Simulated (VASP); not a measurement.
Given:

```
InP
1.0
    0.00000     2.97264     2.97264
    2.97264     0.00000     2.97264
    2.97264     2.97264     0.00000
In P
1 1
Direct
  0.00000   0.00000   0.00000
  0.25000   0.25000   0.25000
```

The numbers are results of AM05 GGA, VASP's PBE PAW potentials (set 64) (plane waves; VASP 6.6.1), not measurements. Settings: 520 eV cut-off, 8×8×8 Γ-centred mesh, Gaussian smearing of 0.050 eV, potentials In_d P.

Unless said otherwise, spin-orbit coupling is left out, though it shifts the bands of the heavy elements here.

### Question
Predict the energy per atom (σ→0), pressure, band gap (on the k-mesh) with the smallest direct gap where there is one.

### Answer

The band gap (on the k-mesh) comes out as 0.47 eV and the smallest direct gap (on the k-mesh) is 0.47 eV. The energy per atom (σ→0) comes out as -4.327 eV/atom and the pressure is -1.78 GPa.

The compound is InP in the zinc blende structure. This cell is one point of a volume scan, at 1.03 of the reference volume.
